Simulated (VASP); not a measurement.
Here is the system:

```
CELL_PARAMETERS angstrom
      3.84316     0.00000     0.00000
      0.00000     3.84316     0.00000
      0.00000     0.00000     3.84316
ATOMIC_POSITIONS crystal
  Sr 0.00000 0.00000 0.00000
  V  0.50000 0.50000 0.50000
  O  0.50000 0.00000 0.50000
  O  0.00000 0.50000 0.50000
  O  0.50000 0.50000 0.00000
```

These are PBE GGA with D3 dispersion (zero damping), VASP's PBE PAW potentials (set 64) (plane waves; VASP) values and carry that method's errors. Settings: 520 eV cut-off, 9×9×9 Γ-centred mesh, tetrahedra with Blöchl corrections, potentials Sr_sv V_sv O.

The cores are frozen, which limits the accuracy of field gradients.

Problem. Give the principal components of the electric field gradient (V/Å²) and the asymmetry η at each nucleus.

Solution. 
```tsv
atom	Vxx	Vyy	Vzz	η
Sr1	0.0	0.0	0.0	-
V2	0.0	0.0	0.0	-
O3	-15.2	-15.2	30.4	0.00
O4	-15.2	-15.2	30.4	0.00
O5	-15.2	-15.2	30.4	0.00
```

The compound is SrVO3 in the cubic perovskite structure. It was relaxed first. The run is not spin-polarised, so no magnetic state was tried.
